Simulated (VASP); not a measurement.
# Ta7Mo3: core-level shifts, part 2 of 4

Which atoms of Ta7Mo3 bind their core electrons more tightly, and does the hole change the order?

VASP 6.6.1, plane waves and PAW; the level of theory is named at each step.

So far. Step 2 (Relaxation): The forces on the free atoms are under 0.05 eV/Å.

**3. Initial state**

Level of this step: PBE; plane waves and PAW (Mo_sv, Ta_pv) (VASP).

The cell without a hole gives, with ICORELEVEL = 1, the Kohn-Sham core levels of the initial state.

Contents of INCAR:

```
SYSTEM = Ta7Mo3
PREC = Normal
ENCUT = 330
EDIFF = 1E-05
NELM = 120
ISMEAR = 0
SIGMA = 0.1
LREAL = Auto
ALGO = Fast
GGA = PE
NBANDS = 147
LASPH = .TRUE.
LORBIT = 11
LWAVE = .FALSE.
LCHARG = .FALSE.
KPAR = 2
NCORE = 4
ICORELEVEL = 1
ISIF = 0
LVHAR = .TRUE.
```

Contents of POSCAR:

```
Ta7Mo3
1.0
    6.6200000000      0.0000000000      0.0000000000
    3.3100000000      4.6810468915      0.0000000000
    0.0000000000      0.0000000000     23.3620937829
Mo Ta
6 14
Direct
    0.0000000000      0.0000000000      0.6912092599
    0.5000000000      0.0000000000      0.6912092599
    0.0000000000      0.5000000000      0.6907824721
    0.0000000000      0.0000000000      0.3087907401
    0.5000000000      0.0000000000      0.3087907401
    0.0000000000      0.5000000000      0.3092175279
    0.5000000000      0.5000000000      0.6951950746
    0.7534056543      0.5000000000      0.6003361628
    0.2465943457      0.5000000000      0.6003361628
    0.7477294635      0.0045410731      0.6015504414
    0.2522705365      0.9954589269      0.6015504414
    0.0000000000      0.0000000000      0.5000000000
    0.5000000000      0.0000000000      0.5000000000
    0.0000000000      0.5000000000      0.5000000000
    0.5000000000      0.5000000000      0.5000000000
    0.7534056543      0.5000000000      0.3996638372
    0.2465943457      0.5000000000      0.3996638372
    0.7477294635      0.0045410731      0.3984495586
    0.2522705365      0.9954589269      0.3984495586
    0.5000000000      0.5000000000      0.3048049254
```

Contents of KPOINTS:

```
Automatic mesh
0
Gamma
4 4 1
0 0 0
```

PAW data sets: Mo_sv and Ta_pv (PBE family, release 64).

On the command line:

```bash
> mpirun -np 8 vasp_std
```

The log of the run:

```text
[... set-up lines as in an earlier step ...]
 entering main loop
       N       E                     dE             d eps       ncg     rms          rms(c)
DAV:   1     0.192033602294E+04    0.19203E+04   -0.11792E+05  2746   0.109E+03
DAV:   2    -0.141746274856E+03   -0.20621E+04   -0.20016E+04  2319   0.379E+02
DAV:   3    -0.236684485397E+03   -0.94938E+02   -0.89696E+02  2740   0.703E+01
DAV:   4    -0.240595551617E+03   -0.39111E+01   -0.38378E+01  2700   0.116E+01
DAV:   5    -0.240730992223E+03   -0.13544E+00   -0.13450E+00  2788   0.183E+00    0.606E+01
RMM:   6    -0.288593593245E+03   -0.47863E+02   -0.23754E+02  2794   0.210E+01    0.371E+01
RMM:   7    -0.268201725918E+03    0.20392E+02   -0.18683E+02  2874   0.195E+01    0.349E+01
RMM:   8    -0.225421480287E+03    0.42780E+02   -0.23375E+01  2122   0.101E+01    0.121E+01
RMM:   9    -0.222645399856E+03    0.27761E+01   -0.52983E+00  2713   0.367E+00    0.814E+00
RMM:  10    -0.222656870428E+03   -0.11471E-01   -0.16239E+00  3065   0.173E+00    0.747E+00
RMM:  11    -0.222703650711E+03   -0.46780E-01   -0.28876E-01  3034   0.831E-01    0.680E+00
RMM:  12    -0.222349334051E+03    0.35432E+00   -0.93248E-01  3126   0.156E+00    0.376E+00
RMM:  13    -0.222115037493E+03    0.23430E+00   -0.71502E-01  3090   0.135E+00    0.905E-01
RMM:  14    -0.222114827955E+03    0.20954E-03   -0.10997E-01  2867   0.517E-01    0.708E-01
RMM:  15    -0.222107701847E+03    0.71261E-02   -0.58835E-02  2818   0.403E-01    0.412E-01
RMM:  16    -0.222109854273E+03   -0.21524E-02   -0.32842E-02  3073   0.245E-01    0.249E-01
RMM:  17    -0.222107873138E+03    0.19811E-02   -0.57674E-03  2922   0.123E-01    0.127E-01
RMM:  18    -0.222107434342E+03    0.43880E-03   -0.24621E-03  2945   0.750E-02    0.534E-02
RMM:  19    -0.222107257343E+03    0.17700E-03   -0.81614E-04  2555   0.428E-02    0.380E-02
RMM:  20    -0.222107210491E+03    0.46851E-04   -0.36560E-04  2375   0.254E-02    0.285E-02
RMM:  21    -0.222107322271E+03   -0.11178E-03   -0.15650E-04  2331   0.154E-02    0.193E-02
RMM:  22    -0.222107488125E+03   -0.16585E-03   -0.91774E-05  2164   0.104E-02    0.761E-03
RMM:  23    -0.222107734486E+03   -0.24636E-03   -0.40027E-05  1888   0.729E-03    0.978E-03
RMM:  24    -0.222107846302E+03   -0.11182E-03   -0.15424E-05  1662   0.597E-03    0.493E-03
RMM:  25    -0.222107936102E+03   -0.89799E-04   -0.55744E-06  1201   0.344E-03    0.336E-03
RMM:  26    -0.222107994842E+03   -0.58740E-04   -0.52636E-06  1511   0.393E-03    0.269E-03
RMM:  27    -0.222108010955E+03   -0.16113E-04   -0.18832E-06   980   0.231E-03    0.942E-04
RMM:  28    -0.222108015749E+03   -0.47935E-05   -0.10069E-06   823   0.197E-03
   1 F= -.22210802E+03 E0= -.22206025E+03  d E =-.955365E-01
```

Elapsed: 56 s, on 8 MPI ranks of Intel Xeon 6975P-C (Granite Rapids), shared host; peak memory 1.8 GiB.

OUTCAR, selected parts (step 3):

```text
 Found      7 irreducible k-points:

   NELECT =     238.0000    total number of electrons

 the core state eigenenergies are
   1-  1s -19814.3408  2s  -2794.3860  2p  -2497.4002  3s   -471.5649  3p   -374.2719
       3d   -216.0889
   2-  1s -19814.3408  2s  -2794.3860  2p  -2497.4002  3s   -471.5649  3p   -374.2719
       3d   -216.0889
   3-  1s -19814.4605  2s  -2794.5147  2p  -2497.5284  3s   -471.6837  3p   -374.3907
       3d   -216.2090
   4-  1s -19814.3408  2s  -2794.3860  2p  -2497.4002  3s   -471.5649  3p   -374.2719
       3d   -216.0889
   5-  1s -19814.3408  2s  -2794.3860  2p  -2497.4002  3s   -471.5649  3p   -374.2719
       3d   -216.0889
   6-  1s -19814.4605  2s  -2794.5147  2p  -2497.5284  3s   -471.6837  3p   -374.3907
       3d   -216.2090
   7-  1s -67336.8559  2s -11562.5639  2p -10129.7458  3s  -2644.0686  3p  -2218.1111
       3d  -1721.8460  4s   -534.0897  4p   -394.4031  4d   -215.7882  4f    -18.4040
       5s    -66.5245
   8-  1s -67335.8642  2s -11561.6125  2p -10128.7904  3s  -2643.1561  3p  -2217.1985
       3d  -1720.9296  4s   -533.2352  4p   -393.5547  4d   -214.9478  4f    -17.5940
       5s    -65.8279
   9-  1s -67335.8642  2s -11561.6125  2p -10128.7904  3s  -2643.1561  3p  -2217.1985
       3d  -1720.9296  4s   -533.2352  4p   -393.5547  4d   -214.9478  4f    -17.5940
       5s    -65.8279
  10-  1s -67335.8947  2s -11561.6437  2p -10128.8216  3s  -2643.1867  3p  -2217.2291
       3d  -1720.9603  4s   -533.2648  4p   -393.5842  4d   -214.9773  4f    -17.6230
       5s    -65.8549
  11-  1s -67335.8947  2s -11561.6437  2p -10128.8216  3s  -2643.1867  3p  -2217.2291
       3d  -1720.9603  4s   -533.2648  4p   -393.5842  4d   -214.9773  4f    -17.6230
       5s    -65.8549
  12-  1s -67335.9904  2s -11561.7373  2p -10128.9156  3s  -2643.2701  3p  -2217.3125
       3d  -1721.0452  4s   -533.3322  4p   -393.6499  4d   -215.0411  4f    -17.6778
       5s    -65.8759
  13-  1s -67335.9904  2s -11561.7373  2p -10128.9156  3s  -2643.2701  3p  -2217.3125
       3d  -1721.0452  4s   -533.3322  4p   -393.6499  4d   -215.0411  4f    -17.6778
       5s    -65.8759
  14-  1s -67335.8186  2s -11561.5629  2p -10128.7413  3s  -2643.1001  3p  -2217.1425
       3d  -1720.8744  4s   -533.1689  4p   -393.4873  4d   -214.8791  4f    -17.5196
       5s    -65.7327
  15-  1s -67335.9412  2s -11561.6856  2p -10128.8641  3s  -2643.2188  3p  -2217.2612
       3d  -1720.9938  4s   -533.2815  4p   -393.5993  4d   -214.9905  4f    -17.6277
       5s    -65.8281
[...]
3d  -1721.8460  4s   -534.0897  4p   -394.4031  4d   -215.7882  4f    -18.4040
       5s    -66.5245

 E-fermi :   1.3081

 k-point     1 :       0.0000    0.0000    0.0000
  band No.  band energies     occupation
    ...
    108       0.7688      2.00000
    109       0.9818      2.00000
    110       1.0732      1.99911
    111       1.1552      1.96936
    112       1.1670      1.95400
    113       1.4796      0.01526
    114       1.5086      0.00457
    115       1.5224      0.00244
    116       1.6169      0.00001
    117       1.6238      0.00001
    ...

 k-point     2 :       0.2500    0.0000    0.0000
  band No.  band energies     occupation
    ...
    113       1.0066      1.99998
    114       1.0979      1.99705
    115       1.2590      1.51239
    116       1.3462      0.58981
    117       1.3540      0.51589
    118       1.4886      0.01071
    119       1.5104      0.00423
    120       1.5732      0.00018
    121       1.7253      0.00000
    122       1.8106      0.00000
    ...

 POSITION                                       TOTAL-FORCE (eV/Angst)
 -----------------------------------------------------------------------------------
      0.00000      0.00000     16.14810         0.000000     -0.000000      0.006692
      3.31000      0.00000     16.14810         0.000000     -0.000000      0.006692
      1.65500      2.34052     16.13812         0.000000     -0.000000      0.002904
      0.00000      0.00000      7.21400         0.000000     -0.000000     -0.006692
      3.31000      0.00000      7.21400         0.000000     -0.000000     -0.006692
      1.65500      2.34052      7.22397         0.000000     -0.000000     -0.002904
      4.96500      2.34052     16.24121         0.000000     -0.000000      0.001879
      6.64255      2.34052     14.02511         0.008722     -0.000000     -0.008992
      3.28745      2.34052     14.02511        -0.008722     -0.000000     -0.008992
      4.96500      0.02126     14.05348         0.000000      0.008228     -0.007740
      4.96500      4.65979     14.05348         0.000000     -0.008228     -0.007740
      0.00000      0.00000     11.68105         0.000000     -0.000000      0.000000
      3.31000      0.00000     11.68105         0.000000     -0.000000      0.000000
      1.65500      2.34052     11.68105         0.000000     -0.000000      0.000000
      4.96500      2.34052     11.68105         0.000000     -0.000000      0.000000
      6.64255      2.34052      9.33698         0.008722     -0.000000      0.008992
      3.28745      2.34052      9.33698        -0.008722     -0.000000      0.008992
      4.96500      0.02126      9.30862         0.000000      0.008228      0.007740
      4.96500      4.65979      9.30862         0.000000     -0.008228      0.007740
      4.96500      2.34052      7.12088         0.000000     -0.000000     -0.001879
 -----------------------------------------------------------------------------------
    total drift:                                0.000000      0.000000      0.000000

  FREE ENERGIE OF THE ION-ELECTRON SYSTEM (eV)
  ---------------------------------------------------
  free  energy   TOTEN  =      -222.1080157485 eV

  energy  without entropy=     -222.0124792316  energy(sigma->0) =     -222.06024749

 total charge
# of ion       s       p       d       tot
------------------------------------------
    1        2.358   6.095   3.962  12.415
    2        2.358   6.095   3.962  12.415
    3        2.362   6.097   3.916  12.375
    4        2.358   6.095   3.962  12.415
    5        2.358   6.095   3.962  12.415
    6        2.362   6.097   3.916  12.375
    7        0.387   6.088   2.331   8.805
    8        0.377   6.181   2.419   8.976
    9        0.377   6.181   2.419   8.976
   10        0.379   6.182   2.415   8.976
   11        0.379   6.182   2.415   8.976
   12        0.367   6.176   2.349   8.892
   13        0.367   6.176   2.349   8.892
   14        0.366   6.175   2.388   8.929
   15        0.366   6.173   2.364   8.903
   16        0.377   6.181   2.419   8.976
   17        0.377   6.181   2.419   8.976
   18        0.379   6.182   2.415   8.976
   19        0.379   6.182   2.415   8.976
   20        0.387   6.088   2.331   8.805
--------------------------------------------------
tot         19.418 122.899  57.129 199.446

[... 8 parts as in an earlier step ...]

[... 5 further parts left out ...]
```

These are scalar-relativistic Kohn-Sham levels of the ground state, with no core hole, so they are not binding energies.

The two shallowest core shells; atoms whose shallowest level rounds to another's at 0.01 eV are left out. Core levels, by row:

| atom | shell | level below the Fermi level (eV) |
| --- | --- | --- |
| Mo1 | 3p | 375.6 |
| Mo1 | 3d | 217.4 |
| Mo3 | 3p | 375.7 |
| Mo3 | 3d | 217.5 |
| Ta7 | 5s | 67.83 |
| Ta7 | 4f | 19.71 |
| Ta8 | 5s | 67.14 |
| Ta8 | 4f | 18.9 |
| Ta10 | 5s | 67.16 |
| Ta10 | 4f | 18.93 |
| Ta12 | 5s | 67.18 |
| Ta12 | 4f | 18.99 |
| Ta14 | 5s | 67.04 |
| Ta14 | 4f | 18.83 |
| Ta15 | 5s | 67.14 |
| Ta15 | 4f | 18.94 |

[end of part 2 of 4]

[Lines on the potential files, build, host, timing and source positions are cut from VASP's logs without a mark.]

[Logs are printed without paths, hosts, clocks, repeated set-up lines and the standing remarks that a program may print on its own settings, such as how far it seeks lower states.]

[Hosts, paths, dates, database ids (printed as entryN), source tags and the programs' standing remarks are cut or masked in the printed files.]
